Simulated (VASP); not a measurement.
Method: PBEsol GGA, VASP's PBE PAW potentials (set 64) (plane waves; VASP).

The input files of a VASP run:

KPOINTS:
```
Automatic mesh
0
Gamma
7 7 4
0 0 0
```

INCAR:
```
SYSTEM = CdSe
PREC = Accurate
ENCUT = 500
EDIFF = 1E-6
NELM = 100
ALGO = Normal
LREAL = .FALSE.
LASPH = .TRUE.
ISMEAR = 0
SIGMA = 0.05
GGA = PS
LMAXMIX = 4
LWAVE = .FALSE.
LCHARG = .FALSE.
IBRION = 2
ISIF = 3
NSW = 40
EDIFFG = -0.02
PSTRESS = 200
```

### POSCAR
```
CdSe
1
    3.9253402780    -0.0000000004     0.0000000000
   -1.9626701394     3.3994381481    -0.0000000000
   -0.0000000000    -0.0000000000     6.7475490339
Cd Se
2 2
Direct
  0.3333330000   0.6666670000   0.0072922074
  0.6666670000   0.3333330000   0.5072922074
  0.3333330000   0.6666670000   0.3677077926
  0.6666670000   0.3333330000   0.8677077926
```

POTCAR, in this order: Cd Se (PBE.64 set). Program: vasp_std.

Output of the run:

File OSZICAR:
```
       N       E                     dE             d eps       ncg     rms          rms(c)
DAV:   1     0.249442684174E+03    0.24944E+03   -0.17773E+04  1056   0.148E+03
DAV:   2     0.189583276648E+00   -0.24925E+03   -0.24475E+03  1158   0.360E+02
DAV:   3    -0.118900170064E+02   -0.12080E+02   -0.12052E+02  1284   0.814E+01
DAV:   4    -0.119761343447E+02   -0.86117E-01   -0.86091E-01  1176   0.668E+00
DAV:   5    -0.119767771272E+02   -0.64278E-03   -0.64274E-03  1308   0.523E-01    0.149E+01
DAV:   6    -0.112267026416E+02    0.75007E+00   -0.17218E+00  1398   0.172E+01    0.107E+01
DAV:   7    -0.111885057977E+02    0.38197E-01   -0.99848E-01  1152   0.640E+00    0.229E+00
DAV:   8    -0.111683668557E+02    0.20139E-01   -0.16941E-01  1118   0.509E+00    0.624E-01
DAV:   9    -0.111679689193E+02    0.39794E-03   -0.17665E-02  1188   0.155E+00    0.236E-01
DAV:  10    -0.111679591677E+02    0.97516E-05   -0.96821E-04  1216   0.387E-01    0.590E-02
DAV:  11    -0.111679804288E+02   -0.21261E-04   -0.10810E-04  1134   0.767E-02    0.170E-02
DAV:  12    -0.111679840054E+02   -0.35766E-05   -0.86022E-06  1236   0.266E-02    0.127E-02
DAV:  13    -0.111679841138E+02   -0.10838E-06   -0.39825E-06   984   0.215E-02
   1 F= 0.71591589E-01 E0= 0.71591589E-01  d E =0.715916E-01
```

**OUTCAR**
```
------------------------ aborting loop because EDIFF is reached ----------------------------------------
  FORCE on cell =-STRESS in cart. coord.  units (eV):
  Direction    XX          YY          ZZ          XY          YZ          ZX
  --------------------------------------------------------------------------------------
  Total       11.1859554     11.1859142     11.2432780     -0.0000000      0.0000000      0.0000000
  in kB      199.0458653    199.0451333    200.0658800     -0.0000000      0.0000000      0.0000000
  external PRESSURE =      -0.6143738 kB  Pullay stress =     200.0000000 kB
  volume of cell :       90.04
      direct lattice vectors                 reciprocal lattice vectors
     3.925340278 -0.000000000  0.000000000     0.254754984  0.147083129  0.000000000
    -1.962670139  3.399438148  0.000000000     0.000000000  0.294166258  0.000000000
     0.000000000  0.000000000  6.747549034     0.000000000  0.000000000  0.148201961
  FREE ENERGIE OF THE ION-ELECTRON SYSTEM (eV)
  ---------------------------------------------------
  free  energy   TOTEN  =       -11.1679841138 eV

  energy  without entropy=      -11.1679841138  energy(sigma->0) =      -11.16798411
  enthalpy is  TOTEN    =         0.0715915888 eV   P V=       11.2395757026

 reached required accuracy - stopping structural energy minimisation
```
(Selected blocks of OUTCAR.)

The structure was generated: CdSe was put into the wurtzite type (P6_3mc), which need not be its known phase. It was relaxed first under an external pressure of 20 GPa.
